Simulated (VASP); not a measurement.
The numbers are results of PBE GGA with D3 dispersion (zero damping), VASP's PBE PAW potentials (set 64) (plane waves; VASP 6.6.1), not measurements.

A VASP calculation is set up with these files.

### INCAR
```
# general
SYSTEM=LiF
PREC  =Accurate
ENCUT =520   # plane-wave cut-off (eV)
LREAL =.FALSE.   # projection in real space or not
LASPH =.TRUE.   # aspherical one-centre terms

# electronic loop
EDIFF =1E-6
NELM  =100
ALGO  =Normal   # blocked Davidson

# smearing
ISMEAR=0   # Gaussian
SIGMA =0.05   # width (eV)

# functional
GGA   =PE   # PBE
IVDW  =11   # D3, zero damping

# ions
IBRION=2   # conjugate gradients
NSW   =60
ISIF  =3   # ions, shape and volume
EDIFFG=-0.01   # ionic stop

# output
LWAVE =.FALSE.
LCHARG=.FALSE.
```

POSCAR:
```
LiF
1.0
  0.0000000000   2.0150000000   2.0150000000
  2.0150000000   0.0000000000   2.0150000000
  2.0150000000   2.0150000000   0.0000000000
Li F
1 1
Cart
  0.0000000000   0.0000000000   0.0000000000
  2.0150000000   2.0150000000   2.0150000000
```

File KPOINTS:
```
Regular mesh
0
gamma
10 10 10
```

POTCAR, in this order: Li_sv F (PBE.64 set). Program: vasp_std.

Energy and stress use the plane-wave basis of the starting cell.

Task: What does the run give for the energy per atom (σ→0), dispersion energy, volume per atom, band gap (on the k-mesh)?

Result: 
```json
{
  "energy per atom (σ→0)": "-4.962 eV/atom",
  "dispersion_energy": "-0.292 eV",
  "band gap (on the k-mesh)": "9.30 eV",
  "volume_per_atom": "7.98 Å³/atom"
}
```

OSZICAR:
```
...
       N       E                     dE             d eps       ncg     rms          rms(c)
DAV:   1    -0.964271212327E+01   -0.79071E-02   -0.23025E-01   847   0.499E+00    0.880E-01
DAV:   2    -0.963154360240E+01    0.11169E-01   -0.62374E-02   867   0.209E+00    0.168E-01
DAV:   3    -0.963130705316E+01    0.23655E-03   -0.35898E-04  1163   0.237E-01    0.944E-02
DAV:   4    -0.963119927268E+01    0.10778E-03   -0.13012E-04  1308   0.116E-01    0.582E-03
DAV:   5    -0.963120061528E+01   -0.13426E-05   -0.48535E-06   804   0.246E-02    0.199E-03
DAV:   6    -0.963120028291E+01    0.33237E-06   -0.40377E-07   459   0.656E-03
   3 F= -.99234387E+01 E0= -.99234387E+01  d E =-.250450E-02
```

The compound is LiF in the rock salt structure. This run relaxes it. Symmetry was kept, so distortions that lower it aren't found.
